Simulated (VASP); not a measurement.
All values below come from LDA (Ceperley-Alder, Perdew-Zunger), VASP's LDA PAW potentials (set 64) (plane waves; VASP).

VASP ran on this input.

POSCAR:
```
V
1
   -1.4619611269     1.4619611269     1.4619611269
    1.4619611269    -1.4619611269     1.4619611269
    1.4619611269     1.4619611269    -1.4619611269
V
1
Direct
  1.0000000000   0.0000000000   0.0000000000
```

### KPOINTS
```
kpoints
0
gamma
  16 16 16
```

**INCAR**
```
LREAL = .FALSE.
LMAXMIX = 4   ! l cut-off of mixed one-centre charges
EDIFF = 1E-6
ENCUT = 400   ! plane-wave cut-off (eV)
LASPH = .TRUE.   ! aspherical one-centre terms
LCHARG = .FALSE.
EDIFFG = -0.01   ! ionic stop
ISMEAR = 1   ! Methfessel-Paxton
NELM = 100   ! most electronic steps
SIGMA = 0.1   ! width (eV)
ALGO = Normal   ! blocked Davidson
ISIF = 3   ! ions, shape and volume
NSW = 60
IBRION = 2
SYSTEM = V
PREC = Accurate
LWAVE = .FALSE.
```

POTCAR, in this order: V_sv (LDA.64 set). Program: vasp_std.

The resulting files:

**OSZICAR**
```
       N       E                     dE             d eps       ncg     rms          rms(c)
DAV:   1     0.687934506724E+02    0.68793E+02   -0.64471E+03  2916   0.119E+03
DAV:   2    -0.100777952049E+02   -0.78871E+02   -0.77357E+02  2988   0.330E+02
DAV:   3    -0.112473047791E+02   -0.11695E+01   -0.11462E+01  3002   0.471E+01
DAV:   4    -0.112535113513E+02   -0.62066E-02   -0.62054E-02  2958   0.372E+00
DAV:   5    -0.112535773168E+02   -0.65965E-04   -0.65966E-04  2994   0.370E-01    0.206E+01
DAV:   6    -0.998433532846E+01    0.12692E+01   -0.48379E+00  2916   0.334E+01    0.270E+00
DAV:   7    -0.995695362063E+01    0.27382E-01   -0.23369E-02  2918   0.192E+00    0.130E+00
DAV:   8    -0.994650299471E+01    0.10451E-01   -0.84514E-03  2918   0.165E+00    0.935E-02
DAV:   9    -0.994651703462E+01   -0.14040E-04   -0.11137E-04  2910   0.176E-01    0.356E-02
DAV:  10    -0.994652897122E+01   -0.11937E-04   -0.59986E-06  2922   0.318E-02    0.196E-03
DAV:  11    -0.994652892399E+01    0.47232E-07   -0.24641E-07  1456   0.698E-03
   1 F= -.99465289E+01 E0= -.99467728E+01  d E =-.994653E+01
       N       E                     dE             d eps       ncg     rms          rms(c)
DAV:   1    -0.997020671396E+01   -0.23678E-01   -0.51061E-01  2900   0.128E+01    0.183E+00
DAV:   2    -0.994683554504E+01    0.23371E-01   -0.10128E-01  2906   0.482E+00    0.354E-01
DAV:   3    -0.994651600353E+01    0.31954E-03   -0.27853E-04  2900   0.216E-01    0.209E-01
DAV:   4    -0.994635822636E+01    0.15778E-03   -0.21860E-04  2904   0.174E-01    0.121E-02
DAV:   5    -0.994635891046E+01   -0.68410E-06   -0.28605E-06  2696   0.254E-02
   2 F= -.99463589E+01 E0= -.99466888E+01  d E =0.170014E-03
       N       E                     dE             d eps       ncg     rms          rms(c)
DAV:   1    -0.995493080323E+01   -0.85726E-02   -0.17843E-01  2900   0.760E+00    0.106E+00
DAV:   2    -0.994684537459E+01    0.80854E-02   -0.35202E-02  2904   0.281E+00    0.196E-01
DAV:   3    -0.994673263975E+01    0.11273E-03   -0.96085E-05  2900   0.122E-01    0.118E-01
DAV:   4    -0.994667696114E+01    0.55679E-04   -0.74702E-05  2904   0.102E-01    0.755E-03
DAV:   5    -0.994667717372E+01   -0.21258E-06   -0.10723E-06  1510   0.161E-02
   3 F= -.99466772E+01 E0= -.99469563E+01  d E =-.148250E-03
```

File OUTCAR:
```
------------------------ aborting loop because EDIFF is reached ----------------------------------------
  FORCE on cell =-STRESS in cart. coord.  units (eV):
  Direction    XX          YY          ZZ          XY          YZ          ZX
  --------------------------------------------------------------------------------------
  Total       -0.0024601     -0.0024601     -0.0024601     -0.0000000      0.0000000     -0.0000000
  in kB       -0.3166966     -0.3166966     -0.3166966     -0.0000000      0.0000000     -0.0000000
  external PRESSURE =      -0.3166966 kB  Pullay stress =       0.0000000 kB
  volume of cell :       12.45
      direct lattice vectors                 reciprocal lattice vectors
    -1.459885975  1.459885975  1.459885975     0.000000000  0.342492502  0.342492502
     1.459885975 -1.459885975  1.459885975     0.342492502  0.000000000  0.342492502
     1.459885975  1.459885975 -1.459885975     0.342492502  0.342492502  0.000000000
 POSITION                                       TOTAL-FORCE (eV/Angst)
 -----------------------------------------------------------------------------------
      0.00000      0.00000      0.00000         0.000000     -0.000000      0.000000
 -----------------------------------------------------------------------------------
    total drift:                                0.000000      0.000000     -0.000000
  FREE ENERGIE OF THE ION-ELECTRON SYSTEM (eV)
  ---------------------------------------------------
  free  energy   TOTEN  =        -9.9466771737 eV

  energy  without entropy=       -9.9475145581  energy(sigma->0) =       -9.94695630

 reached required accuracy - stopping structural energy minimisation
```
(Selected blocks of OUTCAR.)

CONTCAR:
```
V
   1.00000000000000
    -1.4598859747536050    1.4598859747536050    1.4598859747536050
     1.4598859747536050   -1.4598859747536050    1.4598859747536050
     1.4598859747536050    1.4598859747536050   -1.4598859747536050
  V
     1
Direct
     0.0000000000000000    0.0000000000000000    0.0000000000000000
```

### OUTCAR
```
 val. band max:       10.4996717451   @ k =   0.3125   0.1250   0.1250

 cond. band min:      10.5343295486   @ k =  -0.4375  -0.4375   0.1875


 Fermi energy:        10.5193887341

 k-point     1 :       0.0000    0.0000    0.0000
  band No.  band energies     occupation
      1     -52.3562      2.00000
      2     -25.9156      2.00000
      3     -25.9156      2.00000
      4     -25.9156      2.00000
      5       3.8402      2.00000
      6      10.9146     -0.00000
      7      10.9146     -0.00000
      8      10.9146     -0.00000
      9      13.1197      0.00000
     10      13.1197      0.00000

 k-point     2 :       0.0625    0.0000    0.0000
  band No.  band energies     occupation
      1     -52.3455      2.00000
      2     -25.9629      2.00000
      3     -25.9298      2.00000
      4     -25.9160      2.00000
      5       4.0108      2.00000
      6      10.8386     -0.00006
      7      10.8990     -0.00000
      8      11.0410     -0.00000
      9      13.0308      0.00000
     10      13.1244      0.00000

 k-point     3 :       0.1250    0.0000    0.0000
  band No.  band energies     occupation
      1     -52.3153      2.00000
      2     -26.0974      2.00000
      3     -25.9700      2.00000
      4     -25.9173      2.00000
      5       4.5016      2.00000
      6      10.6281     -0.06390
      7      10.8226     -0.00016
      8      11.4103     -0.00000
      9      12.8430      0.00000
     10      13.1422      0.00000

 k-point     4 :       0.1875    0.0000    0.0000
  band No.  band energies     occupation
      1     -52.2698      2.00000
      2     -26.2955      2.00000
      3     -26.0302      2.00000
      4     -25.9190      2.00000
      5       5.2422      2.00000
      6      10.3273      2.02047
      7      10.6468     -0.07021
      8      11.9914     -0.00000
      9      12.7258      0.00000
     10      13.1813      0.00000

 k-point     5 :       0.2500    0.0000    0.0000
...
```

The compound is V in the bcc structure. This run relaxes it. Symmetry was kept, so distortions that lower it aren't found. The start is the result of an earlier pass. The run is not spin-polarised, so no magnetic state was tried.
